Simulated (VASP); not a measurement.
Here is the system:

```
AgCl
1.0
    0.00000     2.77100     2.77100
    2.77100     0.00000     2.77100
    2.77100     2.77100     0.00000
Ag Cl
1 1
Direct
  0.00000   0.00000   0.00000
  0.50000   0.50000   0.50000
```

Computed with r2SCAN meta-GGA, VASP's PBE PAW potentials (set 64) (plane waves; VASP). Settings: 520 eV cut-off, 8×8×8 Γ-centred mesh, Gaussian smearing of 0.050 eV, potentials Ag Cl.

### Question
Estimate the energy per atom (σ→0), band gap (on the k-mesh) with the smallest direct gap where there is one.

### Answer

```yaml
band gap (on the k-mesh): 1.42 eV
smallest direct gap (on the k-mesh): 3.71 eV
energy per atom (σ→0): -14.322 eV/atom
```

Only differences to runs with the same potentials and settings are physical.

The compound is AgCl in the rock salt structure. It was relaxed first.
